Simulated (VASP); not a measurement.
Computed with PBEsol GGA, VASP's PBE PAW potentials (set 64) (plane waves; VASP 6.6.1).

The input files of a VASP run:

### INCAR
```
ALGO = Normal
EDIFF = 1E-7
ENCUT = 520
GGA = PS
ICHARG = 11
ISMEAR = 0
LASPH = .True.
LCHARG = .False.
LORBIT = 11
LREAL = .False.
LWAVE = .False.
NELM = 100
PREC = Accurate
SIGMA = 0.05
SYSTEM = AlN
```

File POSCAR:
```
AlN
3.11330
  0.4999999351  -0.8660252895   0.0000000000
  0.4999999351   0.8660252895   0.0000000000
  0.0000000000   0.0000000000   1.6007859002
Al N
2 2
Cartesian
  0.4999999351  -0.2886756738   0.8004317330
  0.4999999351   0.2886756738   0.0000387829
  0.4999999351  -0.2886756738   1.4118543811
  0.4999999351   0.2886756738   0.6114614310
```

**KPOINTS**
```
k-points along high-symmetry lines
10
Line-mode
Reciprocal
  0.000000   0.000000   0.000000 ! GAMMA
  0.000000   0.500000   0.000000 ! M

  0.000000   0.500000   0.000000 ! M
 -0.333333   0.666667   0.000000 ! K

 -0.333333   0.666667   0.000000 ! K
  0.000000   0.000000   0.000000 ! GAMMA

  0.000000   0.000000   0.000000 ! GAMMA
  0.000000   0.000000   0.500000 ! A

  0.000000   0.000000   0.500000 ! A
  0.000000   0.500000   0.500000 ! L

  0.000000   0.500000   0.500000 ! L
 -0.333333   0.666667   0.500000 ! H

 -0.333333   0.666667   0.500000 ! H
  0.000000   0.000000   0.500000 ! A

  0.000000   0.500000   0.500000 ! L
  0.000000   0.500000   0.000000 ! M

 -0.333333   0.666667   0.500000 ! H
 -0.333333   0.666667   0.000000 ! K
```

POTCAR, in this order: Al N (PBE.64 set). Program: vasp_std. Read from the step before: CHGCAR.

Output

OSZICAR:
```
       N       E                     dE             d eps       ncg     rms          rms(c)
DAV:   1     0.446338775410E+02    0.44634E+02   -0.73475E+03  2160   0.118E+03
DAV:   2    -0.269920004643E+02   -0.71626E+02   -0.64876E+02  3128   0.206E+02
DAV:   3    -0.305460296808E+02   -0.35540E+01   -0.35311E+01  2748   0.491E+01
DAV:   4    -0.305784463297E+02   -0.32417E-01   -0.32399E-01  2544   0.539E+00
DAV:   5    -0.305789280788E+02   -0.48175E-03   -0.48172E-03  2684   0.671E-01
DAV:   6    -0.305789393786E+02   -0.11300E-04   -0.11300E-04  2544   0.104E-01
DAV:   7    -0.305789397022E+02   -0.32357E-06   -0.32354E-06  2684   0.176E-02
DAV:   8    -0.305789397115E+02   -0.92924E-08   -0.92958E-08  2012   0.307E-03
   1 F= -.30578940E+02 E0= -.30578940E+02  d E =-.144858E-13
```

File OUTCAR:
```
 val. band max:        6.0521025487   @ k =  -0.0000   0.0000   0.0000

 cond. band min:      10.1667450373   @ k =   0.0000   0.0000   0.0000



 k-point     1 :       0.0000    0.0000    0.0000
  band No.  band energies     occupation
      1      -9.1098      2.00000
      2      -6.9302      2.00000
      3       0.0013      2.00000
      4       5.1759      2.00000
      5       5.1760      2.00000
      6       5.8296      2.00000
      7       5.8296      2.00000
      8       6.0521      2.00000
      9      10.1667      0.00000
     10      12.6037      0.00000
     11      16.5467      0.00000
     12      17.0751      0.00000

 k-point     2 :       0.0000    0.0556    0.0000
  band No.  band energies     occupation
      1      -9.0700      2.00000
      2      -6.9073      2.00000
      3       0.0485      2.00000
      4       4.9846      2.00000
      5       5.1211      2.00000
      6       5.6308      2.00000
      7       5.8252      2.00000
      8       6.0359      2.00000
      9      10.3670      0.00000
     10      12.7768      0.00000
     11      16.3800      0.00000
     12      16.7660      0.00000

 k-point     3 :       0.0000    0.1111    0.0000
  band No.  band energies     occupation
      1      -8.9518      2.00000
      2      -6.8412      2.00000
      3       0.1891      2.00000
      4       4.4640      2.00000
      5       4.9763      2.00000
      6       5.1452      2.00000
      7       5.8026      2.00000
      8       5.9806      2.00000
      9      10.8567      0.00000
     10      13.2134      0.00000
     11      15.8845      0.00000
     12      16.1395      0.00000

 k-point     4 :       0.0000    0.1667    0.0000
  band No.  band energies     occupation
      1      -8.7598      2.00000
      2      -6.7401      2.00000
      3       0.4197      2.00000
      4       3.7424      2.00000
      5       4.5322      2.00000
      6       4.7801      2.00000
      7       5.7507      2.00000
...
```

The density is held fixed in this step, so its total energy and stress have no physical meaning.

The compound is AlN in the wurtzite structure. It was relaxed first.
